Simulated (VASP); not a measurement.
Data:

```xyz
6
Lattice="4.5315 0.0000 0.0000 -2.2657 3.9244 0.0000 0.0000 0.0000 7.1874" Properties=species:S:1:pos:R:3 pbc="T T T"
Li     0.0000     2.6163     4.6791
Li     2.2657     1.3081     2.5083
Li     0.0000     0.0000     3.5937
Y      0.0000     0.0000     0.0000
Sb     0.0000     2.6163     1.7915
Sb     2.2657     1.3081     5.3959
```

All values below come from PBEsol GGA, VASP's PBE PAW potentials (set 64) (plane waves; VASP). Run with 400 eV cut-off, 6×6×3 Γ-centred mesh, Fermi-Dirac smearing of 0.14 eV, potentials Li_sv Y_sv Sb.

At this cut-off the stress carries a Pulay error, which pulls relaxed volumes low. Unless said otherwise, spin-orbit coupling is left out, though it shifts the bands of the heavy elements here.

Task: What does the run give for the energy per atom (σ→0), pressure, largest force, band gap (on the k-mesh) with the smallest direct gap where there is one?

Result: 
```json
{
  "band gap (on the k-mesh)": "none (metal, semimetal or under 0.01 eV)",
  "energy per atom (σ→0)": "-4.502 eV/atom",
  "pressure": "-2.69 GPa",
  "largest_force": "0.132 eV/Å"
}
```

Total energies compare only between runs with the same potentials, cut-off and functional.

The structure comes from a computed database's Li3YSb2 entry (P-3m1); how it stands against other phases isn't given here. The cell was not relaxed at this level.
